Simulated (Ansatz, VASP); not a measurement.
**Cross-check of Zr (Zirconium) between VASP and Ansatz**

Wanted: the spread between two codes on one cell, functional and k mesh. The cell is taken from a series of runs on this material, whose earlier steps may have relaxed, scaled, displaced or heated it; both programs get it as it stands.

Main program and level: Ansatz 0.2.0; plane waves, with VASP 6.6.1 beside it; zone-centre phonons at LDA.

### 1. The starting structure

It takes space group P6_3/mmc (No. 194, hexagonal). Conventional cell: a = 3.167 Å, b = 3.167 Å, c = 4.990 Å, α = 90.00°, β = 90.00°, γ = 120.00°. Zr has 12 Zr at 3.09 to 3.17 Å nearest.

Coordinates:

```xyz
2
Lattice="3.1670 0.0000 0.0000 -1.5835 2.7427 0.0000 0.0000 0.0000 4.9901" Properties=species:S:1:pos:R:3 pbc="T T T"
Zr    0.0000    1.8284    1.2475
Zr    1.5835    0.9142    3.7426
```

### 2. VASP: zone-centre phonons, LDA, pair 1

Second derivatives magnify differences that forces hide, and they need a tight electronic threshold.

Lines of VASP's logs that name or quote its potential files are left out, and so is its time.

The input, INCAR:

```
SYSTEM = Zr
PREC = Accurate
ENCUT = 500
EDIFF = 1E-08
NELM = 120
ISMEAR = 1
SIGMA = 0.2
LREAL = .FALSE.
ALGO = Normal
GGA = CA
NBANDS = 18
LASPH = .TRUE.
LORBIT = 11
LWAVE = .FALSE.
LCHARG = .FALSE.
ISIF = 2
IBRION = 8
GGA_COMPAT = .FALSE.
KPAR = 2
```

The input, POSCAR:

```
Zr
1.0
    3.1669595730      0.0000000000      0.0000000000
   -1.5834797865      2.7426674430      0.0000000000
    0.0000000000      0.0000000000      4.9901441170
Zr
2
Direct
    0.3333333460      0.6666666540      0.2500000000
    0.6666666540      0.3333333460      0.7500000000
```

The input, KPOINTS:

```
Automatic mesh
0
Gamma
15 15 8
0 0 0
```

Potentials, in the order of the species: Zr_sv (LDA family, release 64).

Run with:

```
> mpirun -np 2 vasp_std
```

Numbers of over 12 decimals in the logs are rounded to 6 here.

What it wrote:

```text
[banner, memory and clock lines left out]
running    2 mpi-ranks, on    1 nodes
 distrk:  each k-point on    1 cores,    2 groups
 distr:  one band on    1 cores,    1 groups

 POSCAR found type information on POSCAR Zr
 POSCAR found :  1 types and       2 ions
 LDA part: xc-table for (Slater(with rela. corr.)+CA(PZ))
 , standard interpolation
 POSCAR, INCAR and KPOINTS ok, starting setup
 FFT: planning ... GRIDC
 FFT: planning ... GRID_SOFT
 FFT: planning ... GRID
 WAVECAR not read
 entering main loop
       N       E                     dE             d eps       ncg     rms          rms(c)
DAV:   1     0.209491976053E+03    0.20949E+03   -0.13237E+04  4860   0.130E+03
DAV:   2    -0.376061401155E+01   -0.21325E+03   -0.20982E+03  5718   0.380E+02
DAV:   3    -0.189175612445E+02   -0.15157E+02   -0.15034E+02  8784   0.736E+01
DAV:   4    -0.192597846169E+02   -0.34222E+00   -0.34198E+00  5694   0.116E+01
DAV:   5    -0.192701285218E+02   -0.10344E-01   -0.10340E-01  7200   0.137E+00    0.165E+01
DAV:   6    -0.186867448990E+02    0.58338E+00   -0.87428E-01  5250   0.732E+00    0.676E+00
DAV:   7    -0.185729661569E+02    0.11378E+00   -0.57673E-01  7104   0.503E+00    0.109E+00
DAV:   8    -0.185759401932E+02   -0.29740E-02   -0.33956E-02  6332   0.151E+00    0.259E-01
DAV:   9    -0.185761898829E+02   -0.24969E-03   -0.12265E-03  6222   0.329E-01    0.314E-02
DAV:  10    -0.185761747949E+02    0.15088E-04   -0.38344E-05  7088   0.414E-02    0.239E-02
DAV:  11    -0.185761754519E+02   -0.65696E-06   -0.85601E-06  5366   0.345E-02    0.272E-03
DAV:  12    -0.185761754233E+02    0.28619E-07   -0.28197E-07  6678   0.361E-03    0.201E-03
DAV:  13    -0.185761754344E+02   -0.11098E-07   -0.33777E-08  4568   0.135E-03    0.544E-04
DAV:  14    -0.185761754362E+02   -0.17890E-08   -0.38388E-09  2960   0.742E-04
   1 F= -.18576175E+02 E0= -.18576457E+02  d E =0.844017E-03
 Linear response reoptimize wavefunctions to high precision
DAV:   1    -0.185761754362E+02   -0.20918E-10   -0.96264E-10  3064   0.347E-04
 Linear response DOF=           2
 Linear response progress:
  Degree of freedom:   1/  2
       N       E                     dE             d eps       ncg     rms          rms(c)
RMM:   1    -0.655073671144E+00   -0.65507E+00    0.27690E+00 21871   0.134E+01
RMM:   2    -0.606834387890E+00    0.48239E-01   -0.23898E-01 33065   0.271E+00    0.234E-01
RMM:   3    -0.608455879915E+00   -0.16215E-02   -0.37294E-02 40524   0.945E-01    0.741E-02
RMM:   4    -0.610653111014E+00   -0.21972E-02   -0.49097E-03 48972   0.346E-01    0.249E-02
RMM:   5    -0.611232614253E+00   -0.57950E-03   -0.81853E-04 48613   0.143E-01    0.160E-02
RMM:   6    -0.611268600879E+00   -0.35987E-04   -0.30178E-04 53032   0.662E-02    0.177E-02
RMM:   7    -0.611206513474E+00    0.62087E-04   -0.65326E-05 48495   0.344E-02    0.410E-03
RMM:   8    -0.611145624531E+00    0.60889E-04   -0.31697E-05 52443   0.176E-02    0.769E-03
RMM:   9    -0.611134519745E+00    0.11105E-04   -0.10553E-05 50626   0.935E-03    0.533E-03
RMM:  10    -0.611124840076E+00    0.96797E-05   -0.52564E-06 50932   0.710E-03    0.180E-03
RMM:  11    -0.611125459588E+00   -0.61951E-06   -0.39789E-06 53724   0.417E-03    0.736E-04
RMM:  12    -0.611126461454E+00   -0.10019E-05   -0.26576E-06 52877   0.276E-03    0.835E-05
RMM:  13    -0.611127295774E+00   -0.83432E-06   -0.14817E-06 53422   0.183E-03    0.655E-05
RMM:  14    -0.611127204234E+00    0.91540E-07   -0.10927E-06 53380   0.135E-03    0.407E-05
[...]
RMM:  18    -0.611126810709E+00    0.19856E-06   -0.95617E-08 51801   0.652E-04    0.495E-05
RMM:  19    -0.611126666338E+00    0.14437E-06   -0.18017E-08 52356   0.575E-04    0.366E-05
RMM:  20    -0.611126625048E+00    0.41289E-07   -0.22412E-08 53790   0.511E-04    0.395E-05
RMM:  21    -0.611126812496E+00   -0.18745E-06    0.22642E-08 48594   0.465E-04    0.533E-05
RMM:  22    -0.611126403572E+00    0.40892E-06    0.19082E-08 44286   0.444E-04    0.136E-05
RMM:  23    -0.611126255629E+00    0.14794E-06    0.37246E-08 48091   0.399E-04    0.487E-06
RMM:  24    -0.611126175092E+00    0.80538E-07    0.29482E-08 50963   0.367E-04    0.315E-06
RMM:  25    -0.611126180873E+00   -0.57809E-08    0.35465E-08 52104   0.344E-04    0.627E-06
 first order change of Fermi-energy   0.11330E-04
 force on displaced ion       1 direction 1 :  -0.464   0.000   0.000
 Linear response progress:
  Degree of freedom:   2/  2
       N       E                     dE             d eps       ncg     rms          rms(c)
RMM:   1    -0.769551674167E+00   -0.76955E+00    0.30141E+00  7578   0.136E+01
RMM:   2    -0.721187918300E+00    0.48364E-01   -0.26916E-01 11175   0.278E+00    0.249E-01
RMM:   3    -0.724270101802E+00   -0.30822E-02   -0.44620E-02 13714   0.988E-01    0.852E-02
RMM:   4    -0.727007644847E+00   -0.27375E-02   -0.61710E-03 15408   0.358E-01    0.319E-02
RMM:   5    -0.727341452268E+00   -0.33381E-03   -0.12009E-03 16239   0.149E-01    0.190E-02
RMM:   6    -0.727147912351E+00    0.19354E-03    0.45310E-04 16878   0.682E-02    0.114E-02
RMM:   7    -0.727138662195E+00    0.92502E-05    0.11826E-05 16912   0.338E-02    0.559E-03
RMM:   8    -0.727138084498E+00    0.57770E-06   -0.10551E-04 16922   0.189E-02    0.149E-03
RMM:   9    -0.727123967940E+00    0.14117E-04   -0.93583E-05 17466   0.104E-02    0.485E-04
RMM:  10    -0.727120796945E+00    0.31710E-05   -0.39291E-05 17602   0.595E-03    0.201E-04
RMM:  11    -0.727122373587E+00   -0.15766E-05   -0.38975E-05 17669   0.362E-03    0.150E-04
RMM:  12    -0.727121896254E+00    0.47733E-06   -0.16615E-05 17255   0.262E-03    0.612E-05
RMM:  13    -0.727122900565E+00   -0.10043E-05   -0.17632E-05 17582   0.190E-03    0.624E-05
RMM:  14    -0.727122637234E+00    0.26333E-06   -0.82289E-06 16581   0.149E-03    0.155E-05
RMM:  15    -0.727122478308E+00    0.15893E-06   -0.74228E-06 16720   0.117E-03    0.328E-05
RMM:  16    -0.727122292784E+00    0.18552E-06   -0.30218E-06 17410   0.947E-04    0.337E-05
RMM:  17    -0.727122249910E+00    0.42874E-07   -0.26136E-06 17230   0.787E-04    0.536E-05
RMM:  18    -0.727122159616E+00    0.90294E-07    0.24022E-07 16566   0.674E-04    0.483E-05
RMM:  19    -0.727122313937E+00   -0.15432E-06    0.12267E-06 16374   0.587E-04    0.399E-05
RMM:  20    -0.727122069981E+00    0.24396E-06    0.40799E-06 17249   0.508E-04    0.437E-05
RMM:  21    -0.727121934838E+00    0.13514E-06    0.52955E-06 16743   0.452E-04    0.511E-05
RMM:  22    -0.727121967722E+00   -0.32884E-07    0.59043E-06 15518   0.412E-04    0.472E-05
 first order change of Fermi-energy  -0.12872E-03
 force on displaced ion       1 direction 3 :  -0.000   0.000  -5.373
 Linear response finished
```

Parts of OUTCAR (step 2):

```text
ion  position               nearest neighbor table
   1  0.333  0.667  0.250-   2 3.09   2 3.09   2 3.09   2 3.09   2 3.09   2 3.09
   2  0.667  0.333  0.750-   1 3.09   1 3.09   1 3.09   1 3.09   1 3.09   1 3.09

  LATTYP: Found a hexagonal cell.
 ALAT       =     3.1669595730
 C/A-ratio  =     1.5756892382

 Subroutine GETGRP returns: Found 24 space group operations
 (whereof 12 operations were pure point group operations)

The static configuration has the point symmetry D_3d.
 The point group associated with its full space group is D_6h.

 Found    135 irreducible k-points:

   k-points           NKPTS =    135   k-points in BZ     NKDIM =    135   number of bands    NBANDS=     18

   dimension x,y,z NGX =    24 NGY =   24 NGZ =   36
   dimension x,y,z NGXF=    48 NGYF=   48 NGZF=   72

   ENCUT  =  500.0 eV  36.75 Ry    6.06 a.u.   5.77  5.77  9.10*2*pi/ulx,y,z

   NELECT =      24.0000    total number of electrons

 k-points in reciprocal lattice and weights: Automatic mesh
   0.00000000  0.00000000  0.00000000       0.001
   0.06666667  0.00000000  0.00000000       0.003
   0.13333333  0.00000000  0.00000000       0.003
   0.20000000  0.00000000  0.00000000       0.003
   0.26666667  0.00000000  0.00000000       0.003
   0.33333333  0.00000000  0.00000000       0.003
   0.40000000  0.00000000  0.00000000       0.003
   0.46666667  0.00000000  0.00000000       0.003
   0.06666667  0.06666667  0.00000000       0.003
[...]
0.33333333  0.26666667  0.50000000       0.007
   0.33333333  0.33333333  0.50000000       0.001

 average (electrostatic) potential at core
       1 -73.4565       2 -73.4565

  Total        0.0129349      0.0129349      0.7064015      0.0000000      0.0000000      0.0000000
  in kB        0.4781277      0.4781277     26.1115984      0.0000000      0.0000000      0.0000000
  external PRESSURE =       9.0226179 kB  Pullay stress =       0.0000000 kB

  energy-cutoff  :      500.00
  volume of cell :       43.34
      direct lattice vectors                 reciprocal lattice vectors
     3.166959573  0.000000000  0.000000000     0.315760267  0.182304275  0.000000000
    -1.583479787  2.742667443  0.000000000     0.000000000  0.364608550  0.000000000
     0.000000000  0.000000000  4.990144117     0.000000000  0.000000000  0.200395014

 POSITION                                       TOTAL-FORCE (eV/Angst)
 -----------------------------------------------------------------------------------
      0.00000      1.82844      1.24754         0.000000      0.000000      0.000000
      1.58348      0.91422      3.74261        -0.000000     -0.000000      0.000000
 -----------------------------------------------------------------------------------
    total drift:                               -0.000036      0.000021     -0.000001

 Eigenvectors and eigenvalues of the dynamical matrix
 ----------------------------------------------------

   1 f  =    5.365628 THz    33.713234 2PiTHz  178.978078 cm-1    22.190444 meV
             X         Y         Z           dx          dy          dz
      0.000000  1.828445  1.247536     0.000000    0.000000   -0.707107
      1.583480  0.914223  3.742608     0.000000    0.000000    0.707107

   2 f  =    1.576112 THz     9.903006 2PiTHz   52.573450 cm-1     6.518274 meV
             X         Y         Z           dx          dy          dz
      0.000000  1.828445  1.247536     0.000000   -0.707107    0.000000
      1.583480  0.914223  3.742608     0.000000    0.707107    0.000000

   3 f  =    1.576112 THz     9.903006 2PiTHz   52.573450 cm-1     6.518274 meV
             X         Y         Z           dx          dy          dz
      0.000000  1.828445  1.247536    -0.707107   -0.000000    0.000000
      1.583480  0.914223  3.742608     0.707107    0.000000    0.000000

   4 f  =    0.000000 THz     0.000000 2PiTHz    0.000001 cm-1     0.000000 meV
             X         Y         Z           dx          dy          dz
      0.000000  1.828445  1.247536     0.000000   -0.707107    0.000000
      1.583480  0.914223  3.742608     0.000000   -0.707107    0.000000

   5 f  =    0.000000 THz     0.000000 2PiTHz    0.000000 cm-1     0.000000 meV
             X         Y         Z           dx          dy          dz
      0.000000  1.828445  1.247536     0.707107    0.000000    0.000000
      1.583480  0.914223  3.742608     0.707107    0.000000    0.000000

   6 f  =    0.000000 THz     0.000000 2PiTHz    0.000000 cm-1     0.000000 meV
             X         Y         Z           dx          dy          dz
      0.000000  1.828445  1.247536     0.000000    0.000000    0.707107
      1.583480  0.914223  3.742608     0.000000    0.000000    0.707107

 ELASTIC MODULI CONTR FROM IONIC RELAXATION (kBar)
 Direction    XX          YY          ZZ          XY          YZ          ZX
 --------------------------------------------------------------------------------
 XX        -129.8995    129.8995     -0.0000      0.0000     -0.0000      0.0000
 YY         129.8995   -129.8995      0.0000     -0.0000      0.0000      0.0000
 ZZ          -0.0000      0.0000     -0.0000      0.0000     -0.0000      0.0000
 XY           0.0000     -0.0000      0.0000   -129.8995      0.0000      0.0000
 YZ          -0.0000      0.0000     -0.0000      0.0000     -0.0000      0.0000
 ZX           0.0000      0.0000      0.0000      0.0000      0.0000      0.0000
 --------------------------------------------------------------------------------
```

### 3. Ansatz: zone-centre phonons, LDA, pair 1

Ansatz runs on its PAW soft_1 files.

The same cell, functional (in two slightly different forms), mesh and smearing now go to Ansatz, which takes its cutoff from its data sets.

The input, input.yaml:

```yaml
crystal:
  lattice:
    - [3.166959573, 0.0, 0.0]
    - [-1.5834797865, 2.742667443, 0.0]
    - [0.0, 0.0, 4.990144117]
  atoms:
    - { symbol: Zr, position: [0.333333346, 0.666666654, 0.25] }
    - { symbol: Zr, position: [0.666666654, 0.333333346, 0.75] }
kpoints:
  mp_grid: { grid: [15, 15, 8] }
hamiltonian:
  xc: lda
  pseudopotentials: { kind: paw, azcp: { folder: soft_1 }, xc_functional: pbe }
scf:
  occupations: { method: methfessel_paxton, width: 0.2 }
output:
  eigenvalues: true
phonons:
  method: dfpt
```

Run with:

```
> ansatz run input.yaml --threads 4 --pin off --max-ram 10240MiB --backend cpu --events-out ev --progress --plain --runs-dir out
```

What it wrote:

```text
zone centre: on kpoints.mp_grid the ground state, and the responses unless they are solved on pairs of k-points, stand on 320 of the mesh's 1800 k-points, reduced under 4 symmetry operations, with k and −k counted as one. Each operation leaves every solved displacement unchanged or reverses it
Engine: ansatz 0.2.0, aarch64-unknown-linux-gnu
Pseudopotentials: kind: paw
Pseudopotential: Zr, paw, valence charge 12, recommended cutoff 420 eV (normal), soft_1/Zr.paw.azcp
Functional definition: SPW92
  exchange = slater_x
  correlation = pw_c
Crystal: 2 atoms, lattice volume = 43.344 Å³
Basis set: ecut = 420 eV, 857 PW (Γ), exchange–correlation on 48×48×72 points (8 copies of the dense FFT grid, shifted against one another)
Bands: 16, of which v1, the nominal top of the filled ones, is band 12 counted from 1 (11 counted from 0)
Symmetry: 24 space group operations
k-points: 320 of 1800 (irreducible under 4 space group operations, time reversal used)
Non-local potential: Zr, projectors of the file, l = 0: 3, l = 1: 2, l = 2: 2, l = 3: 1
PAW form: soft (Blöchl's): semilocal exchange-correlation on the pseudo side does not see the compensation charge
PAW frozen core: Zr, regenerated for the run's functional, and the local potential with it (the file was generated under x = pbe(κ = 0.804, μ = 0.219515), c = pbe(β = 0.066725))
PAW one-centre angular grid: Zr, 590 points (default); XC on 64 Gauss nodes
Initial density: superposition of atomic densities (chi_scale 0.1, normalization cell)
Initial wavefunctions: pseudopotential atomic-orbital guess
Functional: x = slater, c = lda
SCF iter   1: F=—  HF=-8155.132671 eV  |F-HF|=—  |Δ(HF+E_count)|=         —  Δρ=2.88e-2  dr2=4.37e-1  ethr=3.10e-3  ⟨swp⟩=5.1  Hψ=47535  notcnv=0
automatic band count: the SCF goes on with 20 bands, as 16 were too few: they end inside the smearing window of the response
preconditioner: auto → none  [metal: Δε(μ)=0.003 eV  Ē_g=5.440 eV  σ=0.200 eV  W_gap=0.01  n_scr=8 (ndim 8)  ℏωp=16.0 eV  f_vac=0.000  D(μ)=1.98/eV (n_scr^D=22)  sad-step TF]
SCF iter   2: F=—  HF=-8155.025988 eV  |F-HF|=—  |Δ(HF+E_count)|=   1.07e-1  S|Δr|=    0.00e0  Δρ=1.82e-2  dr2=1.71e-1  ethr=1.82e-3  ⟨swp⟩=1.0  Hψ=8962  notcnv=0
SCF iter   3: F=—  HF=-8154.962050 eV  |F-HF|=—  |Δ(HF+E_count)|=   6.39e-2  S|Δr|=    0.00e0  Δρ=1.16e-3  dr2=4.74e-4  ethr=7.14e-4  ⟨swp⟩=3.0  Hψ=11545  notcnv=0
SCF iter   4: F=—  HF=-8154.961921 eV  |F-HF|=—  |Δ(HF+E_count)|=   1.28e-4  S|Δr|=    0.00e0  Δρ=2.35e-4  dr2=6.35e-6  ethr=1.98e-6  ⟨swp⟩=2.0  Hψ=9760  notcnv=0
SCF iter   5: F=—  HF=-8154.961923 eV  |F-HF|=—  |Δ(HF+E_count)|=   1.49e-6  S|Δr|=    0.00e0  Δρ=3.22e-5  dr2=2.03e-7  ethr=2.65e-8  ⟨swp⟩=2.0  Hψ=9694  notcnv=0
SCF iter   6: F=—  HF=-8154.961922 eV  |F-HF|=—  |Δ(HF+E_count)|=   3.42e-7  S|Δr|=    0.00e0  Δρ=5.07e-6  dr2=8.79e-9  ethr=8.47e-10  ⟨swp⟩=2.0  Hψ=9882  notcnv=0  defer=143
SCF iter   7: F=—  HF=-8154.961922 eV  |F-HF|=—  |Δ(HF+E_count)|=   2.87e-9  S|Δr|=    0.00e0  Δρ=8.75e-7  dr2=1.45e-10  ethr=3.66e-11  ⟨swp⟩=2.5  Hψ=9843  notcnv=0  defer=143
SCF iter   8: F=-8154.961922 eV  HF=-8154.961922 eV  |F-HF|=2.73e-12  |Δ(HF+E_count)|=  3.18e-11  S|Δr|=    0.00e0  Δρ=7.21e-8  dr2=1.19e-12  ethr=1.00e-12  ⟨swp⟩=9.7  Hψ=29364  notcnv=0
SCF 1 converged in 8 iterations: F = -8154.961922 eV  dr2 = 1.19e-12
  greatest PAW one-centre occupation: 0.994 electrons in one spin orbital (limit 2), on the Zr atom at site 1 (counted from 0), in its partial waves of l = 0
DFPT response loops at Γ: preconditioner auto → Kerker (q_TF=auto, 2.472 Å⁻¹) (partly filled bands, converged f_vac=0.000); β = 1.00, the filter's whole step (`scf.mixing.beta` (0.50) is not read by the response loops under this deck's `scf.mixing.preconditioner`; to damp them name `kerker` or `kerker_dos`, under which they read `scf.mixing.beta`, and type it under 1.00, their step now; both keys bind the ground state too); Broyden in place of MSR1
SCF converged after 8 iterations
Stability not checked: this state was not tested for a lower state beside it, because cold or Methfessel-Paxton smearing, or corrected tetrahedra, fill the levels in a way that the test cannot read (fill_not_monotonic; see scf.lower_state_search)
Free energy (F): -8154.961922 eV
Harris-Foulkes:  -8154.961922 eV  (|F-HF|=2.73e-12)
Internal energy: -8154.962807 eV  (E = F + TS)
E sigma→0 (E₀):  -8154.962143 eV
Entropy (-TS):   0.000885 eV (0.442 meV/atom)
Fermi energy:    14.928198 eV
--- Per-component energies (eV) ---
  E_band       = -169.148638
  E_kinetic    = 635.412341
  E_local      = -1150.596177  (includes V_loc(G=0)·N_el)
  E_nonlocal   = 159.229025
  E_hartree    = 373.818571
  E_xc         = -307.940040
  E_vxc        = -366.033169  (∫ρ·V_xc dr)
  E_paw        = -5718.016509  (= ΣΔE_a)
  E_vpaw       = -194.797751  (= ΣTr[D̂ρ^β])
  E_aug_tail   = -0.000048  (compensation charges beyond the density's cutoff)
  E_ewald      = -2147.610770
  E_core_change = 0.740800  (= ΣΔE_core)
  E_smearing   = 0.000885  (= −TS)
  E_closure    = 0.000000  (closes the sum)
  Σ components = -8154.961922   (vs F -8154.961922, Δ=0.00e0)
--- Band table (eV; the first three rows and the last of 320) ---
  k-point 0: bands = [... 8 lower, 9.1389, 11.6597, 15.7135, 15.7135, 16.0105, 16.5039, 16.5039, 16.5359, ... 4 higher]
  k-point 1: bands = [... 8 lower, 9.2840, 11.6709, 15.6266, 15.6266, 15.8967, 16.2453, 16.3862, 16.3862, ... 4 higher]
  k-point 2: bands = [... 8 lower, 9.6965, 11.6527, 15.5044, 15.5044, 15.5975, 15.6155, 16.1111, 16.1111, ... 4 higher]
  k-point 319: bands = [... 8 lower, 12.4933, 12.4933, 14.2211, 14.2211, 14.9541, 14.9541, 16.7899, 16.7899, ... 4 higher]
--- Phonons (Γ-DFPT): 2 representative perturbations + reference, on 320 of 1800 k-points (Σ response iterations 6) ---
  k mesh reduced under 4 symmetry operations, with k and −k counted as one. Each operation leaves every solved displacement unchanged or reverses it
  ASR residual: 1.444e-5 → 0.000e0 eV/Å²; symmetrization residual: 2.342e-13 eV/Å²
  ASR residual per site (eV/Å²): 1.44e-5 1.44e-5
  Γ frequencies (cm⁻¹): 0.00 0.00 0.00 53.18 53.18 178.25
  non-analytic LO–TO correction: not included (Born effective charges unavailable; polar crystals: no LO–TO splitting at Γ)
```

### 4. Comparison

Known differences besides the potentials themselves: the two LDA forms differ slightly; the cutoff is 420 eV in Ansatz and 500 eV in VASP; VASP's log shows a relativistic correction to its local exchange, Ansatz's none. Total energies have different zeros and are not compared.

Both answers:

```csv
quantity,Ansatz,VASP,difference
optical mode 1 to 2 (cm⁻¹),53.2,52.6,+1.15 %
optical mode 3 (cm⁻¹),178.2,179.0,-0.41 %
```

Modes are paired by rising frequency, not by their patterns, so a pair may set unlike modes beside each other; they are those without the splitting of longitudinal modes.

[end of part 1 of 2]

[Lines on the potential files, build, host, timing and source positions are cut from VASP's logs without a mark.]

[Logs are printed without paths, hosts, clocks, repeated set-up lines and the standing remarks that a program may print on its own settings, such as how far it seeks lower states.]

[Hosts, paths, dates, database ids (printed as entryN), source tags and the programs' standing remarks are cut or masked in the printed files.]
